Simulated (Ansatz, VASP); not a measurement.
# PtSe2 (1T-PtSe2 monolayer): VASP beside Ansatz, part 2 of 2

Aim: how closely do two programs agree when they are given the same cell, functional and k mesh? The cell is taken from a series of runs on this material, whose earlier steps may have relaxed, scaled, displaced or heated it; both programs get it as it stands.

VASP 6.6.1 and Ansatz 0.2.0.

So far: Starting point; Ansatz: single point, PBE with D3(BJ); VASP: single point, PBE with D3(BJ); Comparison.

### 5. Ansatz: single point, PBE, spin-orbit coupling

Level of this step: Ansatz beside VASP: Kohn-Sham DFT, plane waves, PBE, spin-orbit coupling (Ansatz).

With cell and atoms fixed, the geometry can't cause a difference; cores, projectors, grids and the points listed under the comparison can.

The cell is taken from a series of runs on this material, whose earlier steps may have relaxed, scaled, displaced or heated it; both programs get it as it stands.

input.yaml

```yaml
crystal:
  lattice:
    - [3.7067057009, 0.0, 0.0]
    - [-1.8533528505, 3.2101013013, 0.0]
    - [0.0, 0.0, 20.6490086157]
  atoms:
    - { symbol: Se, position: [0.6666666667, 0.3333333333, 0.4358562761] }
    - { symbol: Pt, position: [0.0, 0.0, 0.5] }
    - { symbol: Se, position: [0.3333333333, 0.6666666667, 0.5641437239] }
kpoints:
  mp_grid: { grid: [12, 12, 1] }
  band_path:
    path: [[0, 0, 0], [0.5, 0, 0], [0.33333333, 0.33333333, 0], [0, 0, 0]]
    npoints: 16
hamiltonian:
  xc: pbe
  pseudopotentials: { kind: paw_fr, azcp: { folder: soft_1 } }
magnetization:
  noncollinear: true
  spin_orbit: true
scf:
  occupations: { method: fermi_dirac, width: 0.02585 }
  convergence: { dr2_threshold: 1.0e-09 }
efield:
  axis: 3
  dipole_correction: true
  ramp_position: 0.97
  ramp_width: 0.06
  amplitude: 0
output:
  write_potential: true
  write_density: true
  volumetric_format: npy
```

Started as:

```bash
> ansatz run input.yaml --threads 4 --pin off --max-ram 6144MiB --backend cpu --events-out ev --progress --plain --runs-dir out
```

Numbers of over 12 decimals in the logs are rounded to 6 here.

Output:

```text
[...]
non-collinear run that drives no moment, with spin-orbit: no starting moment large enough to seed its density (crystal.atoms[].spin), no starting occupations that ask for one, no magnetisation constraint and no magnetic field, so the semilocal B_xc is pinned to zero
Crystal: 3 atoms, lattice volume = 245.701 Å³
[...]
k-point 1: bands = [... 46 lower, -1.4673, -1.4673, -1.1409, -1.1409, 1.1529, 1.1529, 1.5441, 1.5441, ... 6 higher]
  k-point 2: bands = [... 46 lower, -1.4647, -1.4647, -1.2377, -1.2377, 0.3387, 0.3387, 1.3360, 1.3360, ... 6 higher]
  k-point 18: bands = [... 46 lower, -2.3505, -2.3505, -2.1657, -2.1657, 0.4779, 0.4779, 0.4911, 0.4911, ... 6 higher]
[key lines of the parts left out:]
SCF converged after 12 iterations
Magnetization: |M| = 0.0000 μB,  M = (+0.0000, +0.0000, +0.0000) μB
Free energy (F): -23499.050664 eV
Fermi energy:    -0.513478 eV
Dipole field:    D = -0.000001 V/Å  (p = -0.000001 e·Å, saw-weighted, corrected)
Work function:   Φ+ = 4.8633 eV   Φ− = 4.8633 eV
```

### 6. VASP: single point, PBE, spin-orbit coupling

The same cell, functional, mesh and smearing now go to VASP, with its own data sets.

INCAR

```
SYSTEM = PtSe2
PREC = Accurate
ENCUT = 400
EDIFF = 1E-06
NELM = 200
ISMEAR = -1
SIGMA = 0.02585
LREAL = .FALSE.
ALGO = Normal
GGA = PE
LNONCOLLINEAR = .TRUE.
MAGMOM = 0 0 0 0 0 0 0 0 0
NBANDS = 34
GGA_COMPAT = .FALSE.
LASPH = .TRUE.
LSORBIT = .TRUE.
LMAXMIX = 4
LORBIT = 11
LWAVE = .FALSE.
LCHARG = .FALSE.
ISIF = 2
LDIPOL = .TRUE.
IDIPOL = 3
DIPOL = 0.5 0.5 0.5
LVHAR = .TRUE.
EFERMI = MIDGAP
NELMDL = -8
KPAR = 2
```

POSCAR

```
PtSe2
1.0
    3.7067057009      0.0000000000      0.0000000000
   -1.8533528505      3.2101013013      0.0000000000
    0.0000000000      0.0000000000     20.6490086157
Se Pt
2 1
Direct
    0.6666666667      0.3333333333      0.4358562761
    0.3333333333      0.6666666667      0.5641437239
    0.0000000000      0.0000000000      0.5000000000
```

KPOINTS

```
Automatic mesh
0
Gamma
12 12 1
0 0 0
```

PAW data sets: Se and Pt (PBE family, release 64).

Started as:

```bash
> mpirun -np 2 vasp_ncl
```

Output:

```text
[... set-up lines as in an earlier step ...]
 entering main loop
       N       E                     dE             d eps       ncg     rms          rms(c)
DAV:   1     0.152622976397E+03    0.15262E+03   -0.64147E+03  1300   0.778E+02
DAV:   2     0.297319819458E+01   -0.14965E+03   -0.13889E+03  1854   0.170E+02
DAV:   3    -0.151660471729E+02   -0.18139E+02   -0.17839E+02  1578   0.661E+01
DAV:   4    -0.155719493244E+02   -0.40590E+00   -0.40439E+00  1634   0.111E+01
[...]
DAV:  22    -0.146865955929E+02   -0.52587E-05   -0.13287E-07  1104   0.121E-03    0.425E-04
DAV:  23    -0.146865973479E+02   -0.17551E-05   -0.25721E-08  1016   0.590E-04    0.169E-04
DAV:  24    -0.146865981971E+02   -0.84913E-06   -0.27200E-08   964   0.442E-04
   1 F= -.14686598E+02 E0= -.14686598E+02  d E =-.846772E-11  mag=    -0.0000    -0.0000     0.0000
```

Parts of OUTCAR (step 6):

```text
  Total        0.9714523      0.9714523      0.2603805     -0.0000000      0.0000000     -0.0000000
  in kB        6.3346992      6.3346992      1.6979035     -0.0000000      0.0000000     -0.0000000
  external PRESSURE =       4.7891006 kB  Pullay stress =       0.0000000 kB

 POSITION                                       TOTAL-FORCE (eV/Angst)
 -----------------------------------------------------------------------------------
      1.85335      1.07003      9.00000        -0.000000     -0.000000     -0.109065
     -0.00000      2.14007     11.64901         0.000000      0.000000      0.109065
      0.00000      0.00000     10.32450        -0.000000      0.000000     -0.000000
 -----------------------------------------------------------------------------------
    total drift:                                0.000000      0.000000     -0.000000

  FREE ENERGIE OF THE ION-ELECTRON SYSTEM (eV)
  ---------------------------------------------------
  free  energy   TOTEN  =       -14.6865981971 eV

  energy  without entropy=      -14.6865981971  energy(sigma->0) =      -14.68659820

 magnetization (x)
# of ion       s       p       d       tot
------------------------------------------
    1       -0.000   0.000   0.000  -0.000
    2       -0.000   0.000   0.000  -0.000
    3        0.000  -0.000   0.000  -0.000
--------------------------------------------------
tot         -0.000  -0.000   0.000  -0.000

 magnetization (y)
# of ion       s       p       d       tot
------------------------------------------
    1       -0.000  -0.000   0.000  -0.000
    2        0.000  -0.000   0.000  -0.000
    3        0.000   0.000   0.000   0.000
--------------------------------------------------
tot          0.000  -0.000   0.000  -0.000

 magnetization (z)
# of ion       s       p       d       tot
------------------------------------------
    1        0.000   0.000   0.000   0.000
    2        0.000   0.000   0.000   0.000
    3        0.000   0.000   0.000   0.000
--------------------------------------------------
tot          0.000   0.000   0.000   0.000

[... 1 part as in an earlier step ...]

[... 2 further parts left out ...]
[key lines of the parts left out:]
E-fermi :  -2.1080
```

### 7. Side by side

What differs besides the data sets and the points named for the pairs above, as far as they apply: spin-orbit coupling enters by fully relativistic files in Ansatz and inside the spheres in VASP; the data sets hold 50 valence electrons in Ansatz (on its PAW fully relativistic soft_1 files) and 22 in VASP. Total energies have different zeros and are not compared.

Both answers:

```csv
quantity,Ansatz,VASP,difference
gap on the k mesh (eV),1.202,1.184,+0.018
```

A gap on the mesh is an upper bound, since the band edges may lie between its points. With vacuum in the cell, a pressure given here is an average over mostly empty space and none of the material.

### 8. Outcome

* difference in gap on the k mesh (single point, PBE with D3(BJ)): 0.0092 eV
* difference in gap on the k mesh (single point, PBE, spin-orbit coupling): 0.018 eV

**Reading.** The difference in gap on the k mesh is 0.018 eV (single point, PBE, spin-orbit coupling), within the 0.08 eV picked in this series as the mark of a large difference. The data sets hold unlike numbers of valence electrons (50 in Ansatz and 22 in VASP), so part of the differences comes from the potentials. Such differences can come from data sets, numerical settings and the points named under the comparisons, not from the functional's error against experiment.

[Lines on the potential files, build, host, timing and source positions are cut from VASP's logs without a mark.]

[Logs are printed without paths, hosts, clocks, repeated set-up lines and the standing remarks that a program may print on its own settings, such as how far it seeks lower states.]

[Hosts, paths, dates, database ids (printed as entryN), source tags and the programs' standing remarks are cut or masked in the printed files.]
